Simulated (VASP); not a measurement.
Input of a VASP 6.6.1 run:

INCAR

```
SYSTEM = GaGe
PREC = Accurate ; ENCUT = 600
EDIFF = 1E-6 ; ISMEAR = -1
SIGMA = 0.05 ; LREAL = .False.
LASPH = .True. ; NELM = 80
ALGO = Normal ; ISIF = 3
LWAVE = .False. ; LCHARG = .False.
GGA = PS ; IBRION = 2
NSW = 60 ; EDIFFG = -0.02
```

Contents of KPOINTS:

```
regular mesh
0
Gamma
  8 8 8
  0 0 0
```

The input POSCAR:

```
GaGe
1.0
    0.0000000000      2.8978440000      2.8978440000
    2.8978440000      0.0000000000      2.8978440000
    2.8978440000      2.8978440000      0.0000000000
Ge Ga
1 1
Direct
    0.0000000000      0.0000000000      0.0000000000
    0.2500000000      0.2500000000      0.2500000000
```

Potentials or basis: VASP PAW PBE potentials, release 64 (Ge_d, Ga_d).

Launch:

```sh
$ cat potpaw_PBE.64/Ge_d/POTCAR potpaw_PBE.64/Ga_d/POTCAR > POTCAR
$ mpirun -np 1 vasp_std > vasp.out
```

(1) Estimate the band gap on the k mesh.

(2) What does it give for the relaxed volume?

## Answers

(1) none (metal or under the smearing width).

(2) 23.28 Å³/atom.

Caveat: the PAW data sets were made with another functional, which shifts forces and pressure a little.
